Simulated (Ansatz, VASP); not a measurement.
BiP: VASP beside Ansatz

```
CELL_PARAMETERS angstrom
0.00000 3.25191 3.25191
3.25191 0.00000 3.25191
3.25191 3.25191 0.00000
ATOMIC_POSITIONS crystal
Bi 0.00000 0.00000 0.00000
P 0.25000 0.25000 0.25000
```

Alike in both runs: task electric field gradients; functional PBE; k mesh 4 × 4 × 4; occupations fermi-dirac, width 0.05 eV; no spin polarisation.

|  | VASP | Ansatz |
| --- | --- | --- |
| version | VASP 6.6.1 | Ansatz 0.2.0 |
| potentials or method | VASP PAW PBE potentials, release 64 (Bi_d, P) | PAW with Ansatz's default frozen-core files, scalar-relativistic |
| plane-wave cutoff (eV) | 520 | 420 |
| valence electrons in the cell | 20 | 20 |

|  | VASP | Ansatz | Ansatz less VASP |
| --- | --- | --- | --- |
| pressure (GPa) | -1.0 | -1.0 | +0.05 |
| Vzz of the field gradient on the site that differs most (V/Å²) | 0.0 | 0.0 | 0.00 |

Ansatz warned: «gradients_without_spin_orbit».

Caveats: the k mesh is coarse (spacing up to 0.42 Å⁻¹), so the values aren't converged.
